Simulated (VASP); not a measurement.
# IrS (P-6m2) in VASP: further runs, part 2 of 2

VASP 6.6.1.

## (3) Single point, PBE0(alpha)

Input file POSCAR:

```
IrS
1.0
    3.4896986500      0.0000000000      0.0000000000
   -1.7448493200      3.0221676800      0.0000000000
    0.0000000000      0.0000000000      4.3456873700
Ir S
1 1
Direct
    0.0000000000      0.0000000000      0.5000000000
    0.6666666700      0.3333333300      0.0000000000
```

Input file INCAR.step1:

```
ALGO     = Normal         # electronic algorithm
EDIFF    = 1E-5           # SCF threshold, eV
ENCUT    = 520            # plane-wave cutoff, eV
GGA      = PE             # functional
ISIF     = 2              # what is computed and relaxed
ISMEAR   = -1             # smearing method
LASPH    = True           # aspherical terms in the spheres
LCHARG   = False          # write CHGCAR
LREAL    = False          # projectors in reciprocal space
LWAVE    = True           # write WAVECAR
NELM     = 60             # most SCF steps
PREC     = Accurate       # precision mode
SIGMA    = 0.05           # smearing width, eV
```

Input file INCAR.step2:

```
AEXX     = 0.1            # exact-exchange fraction
ALGO     = Normal         # electronic algorithm
EDIFF    = 1E-6           # SCF threshold, eV
ENCUT    = 520            # plane-wave cutoff, eV
GGA      = PE             # functional
HFRCUT   = -1           
ISIF     = 2              # what is computed and relaxed
ISMEAR   = -1             # smearing method
ISTART   = 1            
LASPH    = True           # aspherical terms in the spheres
LCHARG   = False          # write CHGCAR
LHFCALC  = True           # exact exchange
LREAL    = False          # projectors in reciprocal space
LWAVE    = False          # write WAVECAR
NELM     = 60             # most SCF steps
PREC     = Accurate       # precision mode
PRECFOCK = Fast         
SIGMA    = 0.05           # smearing width, eV
```

Input file KPOINTS:

```
k-points
0
Gamma
  5 5 3
```

Potentials or basis: VASP PAW PBE potentials, release 64 (Ir, S).

The run is started by

```
$ cat potpaw_PBE.64/Ir/POTCAR potpaw_PBE.64/S/POTCAR > POTCAR
$ cp INCAR.step1 INCAR
$ mpirun -np 1 vasp_std > vasp.out
$ cp INCAR.step2 INCAR
$ mpirun -np 1 vasp_std > vasp.out
```

OUTCAR:

```text
AEXX = 0.1
   EDIFF = 1E-6
   ENCUT = 520
   GGA = PE
   ISIF = 2
   ISMEAR = -1
   ISTART = 1
   LASPH = True
   LHFCALC = True
   LREAL = False
   NELM = 60
   PREC = Accurate
   PRECFOCK = Fast

 ion  position               nearest neighbor table
   1  0.000  0.000  0.500-   2 2.96   2 2.96   2 2.96   2 2.96   2 2.96   2 2.96
   2  0.667  0.333  0.000-   1 2.96   1 2.96   1 2.96   1 2.96   1 2.96   1 2.96

  LATTYP: Found a hexagonal cell.
 ALAT       =     3.4896986500
 C/A-ratio  =     1.2452901542

  Lattice vectors:

 A1 = (   3.4896986500,   0.0000000000,   0.0000000000)
 A2 = (  -1.7448493200,   3.0221676800,   0.0000000000)
 A3 = (   0.0000000000,   0.0000000000,   4.3456873700)

Analysis of symmetry for initial positions (statically):
=====================================================================
 Subroutine PRICEL returns:
 Original cell was already a primitive cell.

 Routine SETGRP: Setting up the symmetry group for a
 hexagonal supercell.

 Subroutine GETGRP returns: Found 12 space group operations
 (whereof 12 operations were pure point group operations)
 out of a pool of 24 trial point group operations.

The static configuration has the point symmetry D_3h.

Analysis of symmetry for dynamics (positions and initial velocities):
=====================================================================
 Subroutine PRICEL returns:
 Original cell was already a primitive cell.

 Routine SETGRP: Setting up the symmetry group for a
 hexagonal supercell.

 Subroutine GETGRP returns: Found 12 space group operations
 (whereof 12 operations were pure point group operations)
 out of a pool of 24 trial point group operations.

The dynamic configuration has the point symmetry D_3h.

 Subroutine INISYM returns: Found 12 space group operations
 (whereof 12 operations are pure point group operations),
 and found     1 'primitive' translations

----------------------------------------------------------------------------------------
[... 113 lines left out ...]
   ENCUTFOCK=  -1.0 apply spherical cutoff to Coloumb kernel
   IVDW    =     0    specifies the selected vdW correction
   LEPSILON=     F    determine dielectric tensor
   LRPA    =     F    only Hartree local field effects (RPA)
 non-spin polarized calculation
  energy-cutoff  :      520.00
  volume of cell :       45.83
 maximum number of plane-waves:      1265
 NGX is ok and might be reduce to    28
  NGX = 16; NGY = 16; NGZ = 20

 number of electron      14.9999997 magnetization

 Free energy of the ion-electron system (eV)
  ---------------------------------------------------
  ext. energy  EPLUGINS =         0.00000000
  ---------------------------------------------------
  free energy    TOTEN  =       -10.72717365 eV

  energy without entropy =      -10.71258260  energy(sigma->0) =      -10.71987813

 E-fermi :   3.4403     XC(G=0):  -9.4349

 val. band max:        3.4088862572   @ k =   0.4000   0.0000   0.3333
 cond. band min:       3.6403870912   @ k =   0.4000   0.0000   0.0000
 fundamental gap:      0.2315008339
 Fermi energy:         3.4403392352

 k-point     1 :       0.0000    0.0000    0.0000
  band No.  band energies     occupation
      1     -10.5234      2.00000
      2       0.1130      2.00000
      3       0.1254      2.00000
      4       1.2727      2.00000
      5       1.2727      2.00000
      6       2.5533      2.00000
      7       2.5533      2.00000
      8       3.6533      0.02785
      9       4.1089      0.00000
     10       4.1089      0.00000
     11      11.9528      0.00000
[... 113 lines left out ...]
 k-point    10 :       0.4000    0.2000    0.3333
  band No.  band energies     occupation
      1      -9.2798      2.00000
      2      -1.2234      2.00000
      3      -0.5416      2.00000
      4       0.0341      2.00000
      5       1.6685      2.00000
      6       2.5614      2.00000
      7       2.8503      1.99998
      8       3.9474      0.00008
      9       4.3724      0.00000
     10       6.0406      0.00000
     11       9.0372      0.00000

------------------------ aborting loop because EDIFF is reached ----------------------------------------

  FORCE on cell =-STRESS in cart. coord.  units (eV):
  Direction    XX          YY          ZZ          XY          YZ          ZX
  --------------------------------------------------------------------------------------
  -------------------------------------------------------------------------------------
  Total       -7.2203459     -7.2203459    -11.1935464     -0.0000000      0.0000000      0.0000000
  in kB     -252.4082956   -252.4082952   -391.3031332     -0.0000004      0.0000000      0.0000000
  external PRESSURE =    -298.7065747 kB  Pullay stress =       0.0000000 kB

 VOLUME and BASIS-vectors are now :
 -----------------------------------------------------------------------------
  energy-cutoff  :      520.00
  volume of cell :       45.83
      direct lattice vectors                 reciprocal lattice vectors
     3.489698650  0.000000000  0.000000000     0.286557695  0.165444162  0.000000000
    -1.744849320  3.022167680  0.000000000     0.000000000  0.330888325  0.000000000
     0.000000000  0.000000000  4.345687370     0.000000000  0.000000000  0.230113194

 POSITION                                       TOTAL-FORCE (eV/Angst)
 -----------------------------------------------------------------------------------
      0.00000      0.00000      2.17284         0.000000     -0.000000      0.000000
      1.74485      1.00739      0.00000        -0.000000      0.000000      0.000000
 -----------------------------------------------------------------------------------
    total drift:                               -0.000014      0.000025     -0.000000

  FREE ENERGIE OF THE ION-ELECTRON SYSTEM (eV)
  ---------------------------------------------------
  free  energy   TOTEN  =       -10.7271736543 eV

  energy  without entropy=      -10.7125826031  energy(sigma->0) =      -10.71987813
```

OUTCAR.step1:

```text
EDIFF = 1E-5
   ENCUT = 520
   GGA = PE
   ISIF = 2
   ISMEAR = -1
[... 346 lines left out ...]
 -----------------------------------------------------------------------------------
      0.00000      0.00000      2.17284         0.000000     -0.000000      0.000000
      1.74485      1.00739      0.00000        -0.000000      0.000000      0.000000
 -----------------------------------------------------------------------------------
    total drift:                               -0.000010      0.000005      0.000000

  FREE ENERGIE OF THE ION-ELECTRON SYSTEM (eV)
  ---------------------------------------------------
  free  energy   TOTEN  =        -9.5831478973 eV

  energy  without entropy=       -9.5526334103  energy(sigma->0) =       -9.56789065
```

OSZICAR.step1:

```text
N       E                     dE             d eps       ncg     rms          rms(c)
DAV:   1     0.930944806281E+02    0.93094E+02   -0.61758E+03   220   0.115E+03
DAV:   2    -0.237458623797E+01   -0.95469E+02   -0.88607E+02   226   0.273E+02
DAV:   3    -0.988277741458E+01   -0.75082E+01   -0.67765E+01   262   0.730E+01
DAV:   4    -0.101415712986E+02   -0.25879E+00   -0.25647E+00   266   0.158E+01
DAV:   5    -0.101479654461E+02   -0.63941E-02   -0.63882E-02   273   0.216E+00    0.877E+00
DAV:   6    -0.103924745932E+02   -0.24451E+00   -0.72090E+00   291   0.275E+01    0.896E+00
DAV:   7    -0.958715163355E+01    0.80532E+00   -0.37230E+00   298   0.177E+01    0.278E+00
DAV:   8    -0.958286137668E+01    0.42903E-02   -0.19404E-01   238   0.420E+00    0.136E+00
DAV:   9    -0.958347232608E+01   -0.61095E-03   -0.33479E-03   301   0.512E-01    0.857E-01
DAV:  10    -0.958315597208E+01    0.31635E-03   -0.35656E-03   238   0.706E-01    0.144E-01
DAV:  11    -0.958314789730E+01    0.80748E-05   -0.60740E-05   253   0.918E-02
   1 F= -.95831479E+01 E0= -.95678907E+01  d E =-.305145E-01
```

Run time: 76 s. Hardware: 1 thread of Intel Xeon 6975P-C (Granite Rapids), shared host; peak memory 0.17 GiB.

Results:

```
Free energy            : -10.7272 eV
Pressure               : -29.9 GPa
Band gap on the k mesh : none (metal or under the smearing width)
```

Stress tensor (GPa, compression positive):
```
-25.24   0.00   0.00
  0.00 -25.24   0.00
  0.00   0.00 -39.13
```

Caveat: the k mesh is coarse (spacing up to 0.48 Å⁻¹), so the values aren't converged, least of all with exact exchange; a pressure of tens of GPa on the cell as given is suspect, and the run, the potentials or the cell itself is likely at fault; the PAW data sets were made with another functional, which shifts forces and pressure a little. The run has no spin-orbit coupling, so splittings on Ir are missing.

## (4) Single point, PBE0(alpha)

POSCAR is that of step 3.

INCAR.step1 is that of step 3.

Changes to INCAR.step2 since step 3:

```diff
@@ -1,2 +1,2 @@
-AEXX     = 0.1            # exact-exchange fraction
+AEXX     = 0.15           # exact-exchange fraction
 ALGO     = Normal         # electronic algorithm
```

KPOINTS is that of step 3.

Potentials or basis: VASP PAW PBE potentials, release 64 (Ir, S).

The run is started by

```
$ cat potpaw_PBE.64/Ir/POTCAR potpaw_PBE.64/S/POTCAR > POTCAR
$ cp INCAR.step1 INCAR
$ mpirun -np 1 vasp_std > vasp.out
$ cp INCAR.step2 INCAR
$ mpirun -np 1 vasp_std > vasp.out
```

OUTCAR:

```text
AEXX = 0.15
   EDIFF = 1E-6
   ENCUT = 520
   GGA = PE
   ISIF = 2
   ISMEAR = -1
   ISTART = 1
   LASPH = True
   LHFCALC = True
   LREAL = False
   NELM = 60
   PREC = Accurate
   PRECFOCK = Fast

 ion  position               nearest neighbor table
   1  0.000  0.000  0.500-   2 2.96   2 2.96   2 2.96   2 2.96   2 2.96   2 2.96
   2  0.667  0.333  0.000-   1 2.96   1 2.96   1 2.96   1 2.96   1 2.96   1 2.96

  LATTYP: Found a hexagonal cell.
 ALAT       =     3.4896986500
 C/A-ratio  =     1.2452901542

  Lattice vectors:

 A1 = (   3.4896986500,   0.0000000000,   0.0000000000)
 A2 = (  -1.7448493200,   3.0221676800,   0.0000000000)
 A3 = (   0.0000000000,   0.0000000000,   4.3456873700)

Analysis of symmetry for initial positions (statically):
=====================================================================
 Subroutine PRICEL returns:
 Original cell was already a primitive cell.

 Routine SETGRP: Setting up the symmetry group for a
 hexagonal supercell.

 Subroutine GETGRP returns: Found 12 space group operations
 (whereof 12 operations were pure point group operations)
 out of a pool of 24 trial point group operations.

The static configuration has the point symmetry D_3h.

[... 166 lines left out ...]
      4       1.0252      2.00000
      5       1.0252      2.00000
      6       2.3692      2.00000
      7       2.3692      2.00000
      8       3.7176      0.00141
      9       4.1359      0.00000
     10       4.1359      0.00000
     11      12.1082      0.00000
[... 113 lines left out ...]
 k-point    10 :       0.4000    0.2000    0.3333
  band No.  band energies     occupation
      1      -9.7339      2.00000
      2      -1.5031      2.00000
      3      -0.7976      2.00000
      4      -0.2137      2.00000
      5       1.4464      2.00000
      6       2.3719      2.00000
      7       2.6534      2.00000
      8       3.9716      0.00001
      9       4.4082      0.00000
     10       6.2051      0.00000
     11       9.1995      0.00000

------------------------ aborting loop because EDIFF is reached ----------------------------------------

  FORCE on cell =-STRESS in cart. coord.  units (eV):
  Direction    XX          YY          ZZ          XY          YZ          ZX
  --------------------------------------------------------------------------------------
  -------------------------------------------------------------------------------------
  Total       -7.4036065     -7.4036064    -11.6990650     -0.0000000      0.0000000      0.0000000
  in kB     -258.8147037   -258.8147033   -408.9750130     -0.0000004      0.0000000      0.0000000
  external PRESSURE =    -308.8681400 kB  Pullay stress =       0.0000000 kB

 VOLUME and BASIS-vectors are now :
 -----------------------------------------------------------------------------
  energy-cutoff  :      520.00
  volume of cell :       45.83
      direct lattice vectors                 reciprocal lattice vectors
     3.489698650  0.000000000  0.000000000     0.286557695  0.165444162  0.000000000
    -1.744849320  3.022167680  0.000000000     0.000000000  0.330888325  0.000000000
     0.000000000  0.000000000  4.345687370     0.000000000  0.000000000  0.230113194

 POSITION                                       TOTAL-FORCE (eV/Angst)
 -----------------------------------------------------------------------------------
      0.00000      0.00000      2.17284        -0.000000     -0.000000      0.000000
      1.74485      1.00739      0.00000         0.000000      0.000000      0.000000
 -----------------------------------------------------------------------------------
    total drift:                               -0.000009      0.000017      0.000000

  FREE ENERGIE OF THE ION-ELECTRON SYSTEM (eV)
  ---------------------------------------------------
  free  energy   TOTEN  =       -11.3109871911 eV

  energy  without entropy=      -11.2986317423  energy(sigma->0) =      -11.30480947
```

OSZICAR.step1:

```text
N       E                     dE             d eps       ncg     rms          rms(c)
DAV:   1     0.930944806281E+02    0.93094E+02   -0.61758E+03   220   0.115E+03
DAV:   2    -0.237458623797E+01   -0.95469E+02   -0.88607E+02   226   0.273E+02
DAV:   3    -0.988277741458E+01   -0.75082E+01   -0.67765E+01   262   0.730E+01
DAV:   4    -0.101415712986E+02   -0.25879E+00   -0.25647E+00   266   0.158E+01
DAV:   5    -0.101479654461E+02   -0.63941E-02   -0.63882E-02   273   0.216E+00    0.877E+00
DAV:   6    -0.103924745932E+02   -0.24451E+00   -0.72090E+00   291   0.275E+01    0.896E+00
DAV:   7    -0.958715163355E+01    0.80532E+00   -0.37230E+00   298   0.177E+01    0.278E+00
DAV:   8    -0.958286137668E+01    0.42903E-02   -0.19404E-01   238   0.420E+00    0.136E+00
DAV:   9    -0.958347232608E+01   -0.61095E-03   -0.33479E-03   301   0.512E-01    0.857E-01
DAV:  10    -0.958315597208E+01    0.31635E-03   -0.35656E-03   238   0.706E-01    0.144E-01
DAV:  11    -0.958314789730E+01    0.80748E-05   -0.60740E-05   253   0.918E-02
   1 F= -.95831479E+01 E0= -.95678907E+01  d E =-.305145E-01
```

It took 89 s on 1 thread of Intel Xeon 6975P-C (Granite Rapids), shared host; peak memory 0.17 GiB.

Results:

- Free energy: -11.3110 eV
- Pressure: -30.9 GPa
- Band gap on the k mesh: none (metal or under the smearing width)

Stress tensor (GPa, compression positive):
```
-25.88   0.00   0.00
  0.00 -25.88   0.00
  0.00   0.00 -40.90
```

Caveat: the k mesh is coarse (spacing up to 0.48 Å⁻¹), so the values aren't converged, least of all with exact exchange; a pressure of tens of GPa on the cell as given is suspect, and the run, the potentials or the cell itself is likely at fault; the PAW data sets were made with another functional, which shifts forces and pressure a little.

## (5) Summary

```tsv
share of exact exchange	gap on the mesh (eV)	pressure (GPa)
0.05	none	-28.6
0.1	none	-29.9
0.15	none	-30.9
```

Alike in all rows: task single point; level PBE0(alpha); potentials or basis VASP PAW PBE potentials, release 64 (Ir, S); no spin polarisation; cell as given; k mesh 5 × 5 × 3; cutoff (eV) 520; smearing fermi-dirac 0.05 eV; the mesh is coarse, so values aren't converged.

Caveats: all runs use coarse meshes; a pressure of tens of GPa on the cell as given is suspect, and the run, the potentials or the cell itself is likely at fault; the PAW data sets were made with another functional, which shifts forces and pressure a little.

Total energies depend on the potentials used, so only differences within one code and one set of settings carry meaning.
